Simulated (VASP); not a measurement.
An input for Quantum ESPRESSO's pw.x (written as the equivalent of a VASP run, and not itself run):

```
&CONTROL
  calculation = 'scf'
  pseudo_dir = './pseudo'
  outdir = './out'
  tprnfor = .true.
  tstress = .true.
/
&SYSTEM
  ibrav = 0
  nat = 3
  ntyp = 2
  ecutwfc = 98
  occupations = 'smearing'
  smearing = 'methfessel-paxton'
  degauss = 0.00735
  input_dft = 'vdw-df-cx'
/
&ELECTRONS
  conv_thr = 7.3e-09
  electron_maxstep = 100
/
ATOMIC_SPECIES
  Si 28.085 Si.upf
  Ni 58.693 Ni.upf
CELL_PARAMETERS angstrom
     0.0000000    2.7628306    2.7628306
     2.7628306    0.0000000    2.7628306
     2.7628306    2.7628306    0.0000000
ATOMIC_POSITIONS crystal
  Si   0.2500000  0.2500000  0.2500000
  Si   0.7500000  0.7500000  0.7500000
  Ni   0.0000000  0.0000000  0.0000000
K_POINTS automatic
  10 10 10 0 0 0
```

Problem. Write the VASP files for the same calculation (vdW-DF-cx).

Solution. Several could match; the one computed here: 
File POSCAR:
```
NiSi2
5.5256610
  0.0000000000   0.5000000107   0.5000000107
  0.5000000107   0.0000000000   0.5000000107
  0.5000000107   0.5000000107   0.0000000000
Si Ni
2 1
direct
  0.2500000000   0.2500000000   0.2500000000
  0.7500000000   0.7500000000   0.7500000000
  0.0000000000   0.0000000000   0.0000000000
```

### KPOINTS
```
Automatic mesh
0
Gamma
10 10 10
0 0 0
```

### INCAR
```
SYSTEM = NiSi2
PREC = Accurate; ENCUT = 520; LREAL = .False.
LASPH = .True.
EDIFF = 1E-7; NELM = 100; ALGO = Normal
LMAXMIX = 4
ISMEAR = 1; SIGMA = 0.1
GGA = CX; LUSE_VDW = .True.; AGGAC = 0.0
ISIF = 2
LWAVE = .False.; LCHARG = .False.
```

POTCAR, in this order: Si Ni (PBE.64 set). Program: vasp_std.

What does not carry over: the potentials are each code's own (VASP's PAW set, PseudoDojo norm-conserving files in pw.x), so ENCUT and ecutwfc are chosen apart and not converted; conv_thr bounds pw.x's estimated SCF error, while EDIFF bounds the energy change between steps.

The compound is NiSi2 in the fluorite structure. This cell is one point of a volume scan, at 1.06 of the reference volume.
